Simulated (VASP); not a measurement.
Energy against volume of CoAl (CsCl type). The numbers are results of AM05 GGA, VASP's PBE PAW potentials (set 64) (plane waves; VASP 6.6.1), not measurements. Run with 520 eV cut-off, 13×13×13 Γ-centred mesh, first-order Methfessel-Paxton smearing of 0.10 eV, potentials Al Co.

```csv
V (Å³/atom),E (eV/atom)
10.565,-6.35624
10.903,-6.37692
11.240,-6.38329
11.577,-6.37745
```

Question: Fit these four points and predict the energy of the run at 11.914 Å³/atom.

Answer: A cubic in V^(−2/3), the third-order Birch-Murnaghan form, passes through the four points with V0 = 11.24 Å³/atom and B0 = 193 GPa, and gives -6.3611 eV/atom there. The run gave -6.3612 eV/atom, -0.1 meV/atom from the fit; all five points give B0 = 193 GPa.

The compound is CoAl in the CsCl type structure. It was relaxed first. The run is not spin-polarised, so no magnetic state was tried.
